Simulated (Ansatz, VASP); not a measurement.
# PbC: VASP beside Ansatz

Wanted: the spread between two codes on one cell, functional and k mesh. The cell is generated by rule, not measured, and may not be a known phase. The cell is taken from a series of runs on this material, whose earlier steps may have relaxed, scaled, displaced or heated it; both programs get it as it stands.

Main program and level: Ansatz 0.2.0; plane waves, with VASP 6.6.1 beside it; relaxation of cell and atoms at PBEsol and zone-centre phonons at PBEsol.

The structure was built from a prototype and need not be the compound's stable phase.

**1. The structure**

The structure is hexagonal, space group P6_3/mmc (No. 194). Conventional cell: a = 3.493 Å, b = 3.493 Å, c = 6.243 Å, α = 90.00°, β = 90.00°, γ = 120.00°. Nearest to Pb lie 6 C at 2.55 Å. C has 6 Pb at 2.55 Å nearest. Farther neighbours are not listed.

**2. Ansatz: relaxation of cell and atoms, PBEsol**

Ansatz runs on its default PAW (the set named soft_2) files.

The relaxed volume is the usual yardstick between codes: in a stiff, nearly cubic crystal its relative difference is about their pressure difference at one cell divided by the bulk modulus.

input.yaml

```yaml
crystal:
  lattice:
    - [3.4931206124, 0.0, 0.0]
    - [-1.7465603062, 3.0251311888, 0.0]
    - [0.0, 0.0, 6.2428803145]
  atoms:
    - { symbol: Pb, position: [0.0, 0.0, 0.0] }
    - { symbol: Pb, position: [0.0, 0.0, 0.5] }
    - { symbol: C, position: [0.3333333333, 0.6666666667, 0.25] }
    - { symbol: C, position: [0.6666666667, 0.3333333333, 0.75] }
kpoints:
  mp_grid: { grid: [12, 12, 6] }
hamiltonian:
  xc: pbesol
scf:
  occupations: { method: methfessel_paxton, width: 0.15 }
output:
  forces: true
  stress: true
  eigenvalues: true
relax:
  adjacent_minimum: "off"
  f_tol: 0.001
  max_steps: 60
  cell: { stress_tol: 0.01 }
```

The run is started by

```sh
$ ansatz run input.yaml --threads 4 --pin off --max-ram 7168MiB --backend cpu --events-out ev --progress --plain --runs-dir out
```

Numbers of over 12 decimals in the logs are rounded to 6 here.

Log:

```text
Engine: ansatz 0.2.0, aarch64-unknown-linux-gnu
Pseudopotentials: kind: paw
Pseudopotential: Pb, paw, valence charge 14, recommended cutoff 420 eV (normal), Pb.paw.azcp
Pseudopotential: C, paw, valence charge 4, recommended cutoff 420 eV (normal), C.paw.azcp
Functional definition: PBEsol
  exchange = pbesol_x
  correlation = pbesol_c
Crystal: 4 atoms, lattice volume = 65.969 Å³
Basis set: ecut = 420 eV, 1287 PW (Γ), exchange–correlation on 48×48×90 points (8 copies of the dense FFT grid, shifted against one another)
Bands: 22, of which v1, the nominal top of the filled ones, is band 18 counted from 1 (17 counted from 0)
Symmetry: 24 space group operations
Space group: P63/mmc (ITA 194), of the structure as read, at distance tolerance 4.0e-5 Å
k-points: 76 of 864
Non-local potential: Pb, projectors of the file, l = 0: 2, l = 1: 2, l = 2: 2, l = 3: 2
Non-local potential: C, projectors of the file, l = 0: 2, l = 1: 2, l = 2: 1
PAW form: soft (Blöchl's): semilocal exchange-correlation on the pseudo side does not see the compensation charge
PAW frozen core: Pb, regenerated for the run's functional, and the local potential with it (the file was generated under x = pbe(κ = 0.804, μ = 0.219515), c = pbe(β = 0.066725))
PAW frozen core: C, regenerated for the run's functional, and the local potential with it (the file was generated under x = pbe(κ = 0.804, μ = 0.219515), c = pbe(β = 0.066725))
PAW one-centre angular grid: Pb, 590 points (default); XC on 64 Gauss nodes
PAW one-centre angular grid: C, 110 points (default); XC on 64 Gauss nodes
Initial density: superposition of atomic densities (neutral atoms: chi_scale 0, normalization atom), corrected by the library's trained network
Initial wavefunctions: pseudopotential atomic-orbital guess
Functional: x = pbesol(κ = 0.804, μ = 0.123457), c = pbesol(β = 0.046)
SCF iter   1: F=—  HF=-23995.582628 eV  |F-HF|=—  |Δ(HF+E_count)|=         —  Δρ=1.22e-2  dr2=1.38e-1  ethr=1.77e-3  ⟨swp⟩=5.6  Hψ=8030  notcnv=0
preconditioner: auto → Kerker (q_TF=auto, 2.466 Å⁻¹)  [metal: Δε(μ)=0.035 eV  Ē_g=14.570 eV  σ=0.150 eV  W_gap=0.20  n_scr=22 (ndim 8)  ℏωp=27.4 eV  f_vac=0.000  D(μ)=2.34/eV (n_scr^D=22)]
SCF iter   2: F=—  HF=-23995.552438 eV  |F-HF|=—  |Δ(HF+E_count)|=   3.02e-2  S|Δr|=    0.00e0  Δρ=5.72e-3  dr2=3.20e-2  ethr=3.84e-4  ⟨swp⟩=1.1  Hψ=2287  notcnv=0
SCF iter   3: F=—  HF=-23995.543936 eV  |F-HF|=—  |Δ(HF+E_count)|=   8.50e-3  S|Δr|=    0.00e0  Δρ=7.73e-4  dr2=3.78e-4  ethr=8.89e-5  ⟨swp⟩=2.0  Hψ=2109  notcnv=0
SCF iter   4: F=—  HF=-23995.543970 eV  |F-HF|=—  |Δ(HF+E_count)|=   3.46e-5  S|Δr|=    0.00e0  Δρ=1.75e-4  dr2=2.67e-5  ethr=1.05e-6  ⟨swp⟩=2.0  Hψ=2171  notcnv=0
SCF iter   5: F=—  HF=-23995.543970 eV  |F-HF|=—  |Δ(HF+E_count)|=   2.83e-7  S|Δr|=    0.00e0  Δρ=6.03e-5  dr2=3.33e-6  ethr=7.42e-8  ⟨swp⟩=2.1  Hψ=2002  notcnv=0
SCF iter   6: F=-23995.543970 eV  HF=-23995.543970 eV  |F-HF|=1.60e-8  |Δ(HF+E_count)|=   4.97e-7  S|Δr|=    0.00e0  Δρ=1.04e-5  dr2=9.26e-8  ethr=2.78e-10  ⟨swp⟩=5.6  Hψ=9296  notcnv=0
SCF 1 converged in 6 iterations: F = -23995.543970 eV  dr2 = 9.26e-8
  greatest PAW one-centre occupation: 0.981 electrons in one spin orbital (limit 2), on the Pb atom at site 0 (counted from 0), in its partial waves of l = 2
relax step   1: F+E_penalty+E_count = -23995.54397042 eV  Δ(F+E_penalty+E_count) = +0.000e0 eV  max|allowed force component| = 2.961e-16 eV/Å  Δτ_max = 0.0000 Å  P = -0.044 GPa  Ω = 65.969 Å³  (6 SCF iters, dr2 threshold 1.00e-7 eV, accepted)
[...]
relax step   2: F+E_penalty+E_count = -23995.54394237 eV  Δ(F+E_penalty+E_count) = +2.805e-5 eV  max|allowed force component| = 1.619e-16 eV/Å  Δτ_max = 0.0000 Å  P = +0.042 GPa  Ω = 65.929 Å³  energy of the carried Pulay correction = +4.216e-5 eV  (4 SCF iters, dr2 threshold 4.49e-8 eV, rejected (line search))
[...]
relax step   3: F+E_penalty+E_count = -23995.54400859 eV  Δ(F+E_penalty+E_count) = -3.817e-5 eV  max|allowed force component| = 2.961e-16 eV/Å  Δτ_max = 0.0000 Å  P = -0.002 GPa  Ω = 65.946 Å³  energy of the carried Pulay correction = +2.356e-5 eV  (7 SCF iters, accepted)
[...]
relax step   4: F+E_penalty+E_count = -23995.54398923 eV  Δ(F+E_penalty+E_count) = +1.937e-5 eV  max|allowed force component| = 2.961e-16 eV/Å  Δτ_max = 0.0000 Å  P = -0.003 GPa  Ω = 65.946 Å³  stress off target by 3.55e-3 GPa  SCF on the basis re-selected at this cell (its energy is not comparable with the rows above)  (4 SCF iters)
basis re-selected at this cell: Δ(F+E_penalty+E_count) = +1.937e-5 eV, ΔP = -0.001 GPa vs the last step (what re-selecting the basis moved, of the pressure what is left beyond the Pulay correction that the steps carried, after the strain that the cell walked since its last selection, with what the two solves' SCF thresholds leave and, on support functions, any second-order correction that the steps lacked; it is no m [...]
SCF converged after 4 iterations
Stability not checked: this state was not tested for a lower state beside it, because cold or Methfessel-Paxton smearing, or corrected tetrahedra, fill the levels in a way that the test cannot read (fill_not_monotonic; see scf.lower_state_search)
Free energy (F): -23995.543989 eV
Harris-Foulkes:  -23995.543989 eV  (|F-HF|=3.64e-12)
Internal energy: -23995.543609 eV  (E = F + TS)
E sigma→0 (E₀):  -23995.543894 eV
Entropy (-TS):   -0.000381 eV (-0.095 meV/atom)
Fermi energy:    11.835327 eV
Step filling:    the computed levels leave a gap of 0.0000 eV = 0.0 smearing widths at the electron count; against every level under it full and every level over it empty, smearing changes F+E_penalty+E_count by +0.671 meV and its σ→0 estimate by +0.766 meV
--- Per-component energies (eV) ---
  E_band       = 10.784108
  E_kinetic    = 744.220259
  E_local      = -1963.196281  (includes V_loc(G=0)·N_el)
  E_nonlocal   = 761.949062
  E_hartree    = 769.462278
  E_xc         = -528.825757
  E_vxc        = -378.640808  (∫ρ·V_xc dr)
  E_paw        = -20706.791360  (= ΣΔE_a)
  E_vpaw       = -692.472799  (= ΣTr[D̂ρ^β])
  E_aug_tail   = 0.000107  (compensation charges beyond the density's cutoff)
  E_ewald      = -3072.528351
  E_core_change = 0.166434  (= ΣΔE_core)
  E_smearing   = -0.000381  (= −TS)
  E_closure    = 0.000000  (closes the sum)
  Σ components = -23995.543989   (vs F -23995.543989, Δ=0.00e0)
--- Forces (eV/Å), atoms counted from 1 ---
  atom   1  Pb     0.00000000    -0.00000000     0.00000000
  atom   2  Pb     0.00000000    -0.00000000     0.00000000
  atom   3  C      0.00000000     0.00000000     0.00000000
  atom   4  C      0.00000000    -0.00000000     0.00000000
  max |Σ_I F_I| component: 7.40e-17 eV/Å
--- Stress (GPa, compression-positive) ---
       -0.002345      -0.000000       0.000000
       -0.000000      -0.002345       0.000000
        0.000000       0.000000      -0.003550
  P = ⅓ Tr σ = -0.0027 GPa (-0.027 kbar)
--- Band table (eV; the first three rows and the last of 76) ---
  k-point 0: bands = [... 14 lower, 10.7257, 11.5882, 11.5882, 12.5203, 12.5203, 14.4016, 16.3947, 18.2829]
  k-point 1: bands = [... 14 lower, 11.6390, 11.6529, 11.6529, 12.4612, 12.4612, 14.3685, 16.4097, 18.3365]
  k-point 2: bands = [... 14 lower, 11.8291, 11.8291, 12.2969, 12.2969, 12.7017, 14.1401, 16.6203, 18.2272]
  k-point 75: bands = [... 14 lower, 7.4386, 7.4386, 11.6462, 11.6462, 12.3675, 12.3675, 14.3626, 14.3626]
--- Relaxed structure (3 steps of the walk, 2 accepted, 1 SCFs on fresh bases) ---
  F+E_penalty+E_count = -23995.54398923 eV   max|allowed force component| = 2.961e-16 eV/Å   (the final SCF, on the basis selected at the relaxed cell)
  cell:  # Å, volume = 65.9458 Å³
    - [3.493407, 0.0, 0.0]
    - [-1.746704, 3.025380, 0.0]
    - [0.0, 0.0, 6.239614]
  atoms:
    - { symbol: Pb, position: [0, 0, 0] }
    - { symbol: Pb, position: [0, 0, 0.500000] }
    - { symbol: C, position: [0.333333, 0.666667, 0.250000] }
    - { symbol: C, position: [0.666667, 0.333333, 0.750000] }
```

**3. VASP: relaxation of cell and atoms, PBEsol**

The same cell, functional, mesh and smearing now go to VASP, with its own data sets.

Lines of VASP's logs that name or quote its potential files are left out, and so is its time.

INCAR

```
SYSTEM = PbC
PREC = Accurate
ENCUT = 600
EDIFF = 1E-07
NELM = 120
ISMEAR = 1
SIGMA = 0.15
LREAL = .FALSE.
ALGO = Normal
GGA = PS
NBANDS = 24
LORBIT = 11
LWAVE = .FALSE.
LCHARG = .FALSE.
ISIF = 3
IBRION = 2
NSW = 80
EDIFFG = -0.005
LASPH = .TRUE.
GGA_COMPAT = .FALSE.
NELMIN = 4
KPAR = 2
```

POSCAR

```
PbC
1.0
    3.4931210000      0.0000000000      0.0000000000
   -1.7465600000      3.0251310000      0.0000000000
    0.0000000000      0.0000000000      6.2428800000
Pb C
2 2
Direct
    0.0000000000      0.0000000000      0.0000000000
    0.0000000000      0.0000000000      0.5000000000
    0.3333332379      0.6666666667      0.2500000000
    0.6666664758      0.3333333333      0.7500000000
```

KPOINTS

```
Automatic mesh
0
Gamma
12 12 6
0 0 0
```

Potentials, in the order of the species: Pb_d and C (PBE family, release 64).

The run is started by

```sh
$ mpirun -np 2 vasp_std
```

Log:

```text
[banner, memory and clock lines left out]
running    2 mpi-ranks, on    1 nodes
 distrk:  each k-point on    1 cores,    2 groups
 distr:  one band on    1 cores,    1 groups

 POSCAR found type information on POSCAR PbC
 POSCAR found :  2 types and       4 ions
|                                                                             |
|               ----> ADVICE to this user running VASP <----                  |
|                                                                             |
|     You enforced a specific xc type in the INCAR file but a different       |
|     [... a line on the potential file left out ...]
|     I HOPE YOU KNOW WHAT YOU ARE DOING!                                     |
|                                                                             |

 LDA part: xc-table for (Slater+PW92), standard interpolation
 POSCAR, INCAR and KPOINTS ok, starting setup
 FFT: planning ... GRIDC
 FFT: planning ... GRID_SOFT
 FFT: planning ... GRID
 WAVECAR not read
 entering main loop
       N       E                     dE             d eps       ncg     rms          rms(c)
DAV:   1     0.386484248726E+03    0.38648E+03   -0.19453E+04  3648   0.203E+03
DAV:   2     0.141815991884E+02   -0.37230E+03   -0.36284E+03  3792   0.480E+02
DAV:   3    -0.196110655538E+02   -0.33793E+02   -0.33037E+02  4888   0.163E+02
DAV:   4    -0.209525744719E+02   -0.13415E+01   -0.13342E+01  4328   0.318E+01
DAV:   5    -0.210164894307E+02   -0.63915E-01   -0.63896E-01  5576   0.646E+00    0.565E+00
DAV:   6    -0.195657897708E+02    0.14507E+01   -0.61728E+00  5280   0.216E+01    0.159E+00
DAV:   7    -0.195900813082E+02   -0.24292E-01   -0.49547E-01  3904   0.413E+00    0.118E+00
DAV:   8    -0.195847089985E+02    0.53723E-02   -0.11485E-01  5328   0.277E+00    0.517E-01
DAV:   9    -0.195757187159E+02    0.89903E-02   -0.30173E-02  5168   0.142E+00    0.125E-01
DAV:  10    -0.195758329840E+02   -0.11427E-03   -0.35930E-03  5064   0.335E-01    0.274E-02
DAV:  11    -0.195758323298E+02    0.65416E-06   -0.11144E-04  4520   0.700E-02    0.221E-02
DAV:  12    -0.195758279434E+02    0.43864E-05   -0.99528E-06  5440   0.250E-02    0.995E-03
DAV:  13    -0.195758255910E+02    0.23524E-05   -0.10303E-05  5240   0.269E-02    0.306E-03
DAV:  14    -0.195758257709E+02   -0.17992E-06   -0.73691E-07  3648   0.687E-03    0.103E-03
DAV:  15    -0.195758258399E+02   -0.68969E-07   -0.53950E-08  2680   0.191E-03
   1 F= -.19575826E+02 E0= -.19575675E+02  d E =-.195758E+02
 curvature:   0.00 expect dE= 0.000E+00 dE for cont linesearch  0.000E+00
 trial: gam= 0.00000 g(F)=  0.460E-41 g(S)=  0.249E-04 ort = 0.000E+00 (trialstep = 0.100E+01)
 search vector abs. value=  0.249E-04
 bond charge predicted
       N       E                     dE             d eps       ncg     rms          rms(c)
DAV:   1    -0.195759371664E+02   -0.11140E-03   -0.41691E-03  4656   0.769E-01    0.485E-02
DAV:   2    -0.195758648642E+02    0.72302E-04   -0.19389E-04  4816   0.208E-01    0.250E-02
DAV:   3    -0.195758397613E+02    0.25103E-04   -0.68957E-05  5536   0.128E-01    0.574E-03
DAV:   4    -0.195758387698E+02    0.99149E-06   -0.68135E-06  4776   0.318E-02    0.161E-03
DAV:   5    -0.195758385811E+02    0.18874E-06   -0.30634E-07  4048   0.646E-03    0.317E-04
DAV:   6    -0.195758385936E+02   -0.12495E-07   -0.63733E-08  2352   0.312E-03
   2 F= -.19575839E+02 E0= -.19575699E+02  d E =-.127537E-04
 trial-energy change:   -0.000013  1 .order   -0.000012   -0.000025    0.000000
 step:   0.9915(harm=  0.9915)  dis= 0.00000  next Energy=   -19.575838 (dE=-0.124E-04)
 reached required accuracy - stopping structural energy minimisation
```

From OUTCAR (step 3):

```text
ion  position               nearest neighbor table
   1  0.000  0.000  0.000-   3 2.55   4 2.55   3 2.55   4 2.55   4 2.55   3 2.55   2 3.12   2 3.12

  LATTYP: Found a hexagonal cell.
 ALAT       =     3.4931210000
 C/A-ratio  =     1.7871925994

 Subroutine GETGRP returns: Found 24 space group operations
 (whereof 12 operations were pure point group operations)

The static configuration has the point symmetry D_3d.
 The point group associated with its full space group is D_6h.

 Found     76 irreducible k-points:

   k-points           NKPTS =     76   k-points in BZ     NKDIM =     76   number of bands    NBANDS=     24

   dimension x,y,z NGX =    28 NGY =   28 NGZ =   50
   dimension x,y,z NGXF=    56 NGYF=   56 NGZF=  100

   ENCUT  =  600.0 eV  44.10 Ry    6.64 a.u.   6.98  6.98 12.47*2*pi/ulx,y,z

   NELECT =      36.0000    total number of electrons

 k-points in reciprocal lattice and weights: Automatic mesh
   0.00000000  0.00000000  0.00000000       0.001
   0.08333333  0.00000000  0.00000000       0.007
   0.16666667  0.00000000  0.00000000       0.007
   0.25000000 -0.00000000  0.00000000       0.007
   0.33333333 -0.00000000  0.00000000       0.007
   0.41666667 -0.00000000  0.00000000       0.007
   0.50000000 -0.00000000  0.00000000       0.003
   0.08333333  0.08333333  0.00000000       0.007
   0.16666667  0.08333333  0.00000000       0.014
[...]
0.33333333  0.25000000  0.50000000       0.014
   0.33333333  0.33333333  0.50000000       0.002

 average (electrostatic) potential at core
       1 -88.8499       2 -88.8499       3 -47.2485       4 -47.2485

 E-fermi :   7.8311

 k-point     1 :       0.0000    0.0000    0.0000
  band No.  band energies     occupation
    ...
     13      -1.6936      2.00000
     14       5.9261      2.00000
     15       6.7248      2.00000
     16       7.5869      2.04358
     17       7.5869      2.04358
     18       8.5183     -0.00000
     19       8.5183     -0.00000
     20      10.3977     -0.00000
     21      12.3829      0.00000
     22      14.2736      0.00000
    ...

 k-point     2 :       0.0833    0.0000    0.0000
  band No.  band energies     occupation
    ...
     13      -1.5853      2.00000
     14       5.2986      2.00000
     15       6.7993      2.00000
     16       7.4215      2.00078
     17       7.6643      2.06635
     18       8.2267     -0.00123
     19       8.5001     -0.00000
     20      10.9839      0.00000
     21      11.8137      0.00000
     22      13.8007      0.00000
    ...

 k-point     3 :       0.1667    0.0000    0.0000
  band No.  band energies     occupation
    ...
     13      -1.2562      2.00000
     14       4.1119      2.00000
     15       6.5640      2.00000
     16       6.9751      2.00000
     17       7.0103      2.00000
     18       8.4561     -0.00000
     19       8.8681     -0.00000
     20      10.4213     -0.00000
     21      11.5784      0.00000
     22      13.3051      0.00000
    ...

  Total       -0.0004482     -0.0004482     -0.0002967     -0.0000000      0.0000000     -0.0000000
  in kB       -0.0108817     -0.0108817     -0.0072042     -0.0000000      0.0000000     -0.0000000
  external PRESSURE =      -0.0096558 kB  Pullay stress =       0.0000000 kB

  energy-cutoff  :      600.00
  volume of cell :       65.99
      direct lattice vectors                 reciprocal lattice vectors
     3.494280501  0.000000000  0.000000000     0.286181948  0.165227206  0.000000000
    -1.747139750  3.026135157  0.000000000    -0.000000000  0.330454507  0.000000000
     0.000000000 -0.000000000  6.241110158    -0.000000000 -0.000000000  0.160227904

 POSITION                                       TOTAL-FORCE (eV/Angst)
 -----------------------------------------------------------------------------------
      0.00000     -0.00000      6.24111        -0.000000     -0.000000      0.000000
      0.00000     -0.00000      3.12056        -0.000000     -0.000000      0.000000
      0.00000      2.01742      1.56028         0.000000     -0.000000     -0.000000
      1.74714      1.00871      4.68083        -0.000000      0.000000      0.000000
 -----------------------------------------------------------------------------------
    total drift:                                0.000253     -0.000000     -0.000000

  FREE ENERGIE OF THE ION-ELECTRON SYSTEM (eV)
  ---------------------------------------------------
  free  energy   TOTEN  =       -19.5758385936 eV

  energy  without entropy=      -19.5754187239  energy(sigma->0) =      -19.57569864

 reached required accuracy - stopping structural energy minimisation

 total charge
# of ion       s       p       d       tot
------------------------------------------
    1        1.288   0.798   9.886  11.971
    2        1.288   0.798   9.886  11.971
    3        0.942   1.218   0.000   2.161
    4        0.942   1.218   0.000   2.161
--------------------------------------------------
tot          4.460   4.032  19.771  28.264

[... 3 further parts left out ...]
```

**4. Side by side**

Known differences besides the potentials themselves: the cutoff is 420 eV in Ansatz and 600 eV in VASP; Ansatz makes its cores anew for this functional, VASP keeps those of its PBE data sets; Ansatz adds a Pulay correction to the stress that steers its cell, VASP none. Total energies have different zeros and are not compared.

Compared:

```
                                         quantity  Ansatz   VASP  difference
                                      volume (Å³)   65.95  65.99     -0.07 %
edge a after relaxation, in the typed setting (Å)   3.493  3.494     -0.03 %
edge c after relaxation, in the typed setting (Å)   6.240  6.241     -0.02 %
```

[end of part 1 of 2]

[Lines on the potential files, build, host, timing and source positions are cut from VASP's logs without a mark.]

[Logs are printed without paths, hosts, clocks, repeated set-up lines and the standing remarks that a program may print on its own settings, such as how far it seeks lower states.]

[Hosts, paths, dates, database ids (printed as entryN), source tags and the programs' standing remarks are cut or masked in the printed files.]
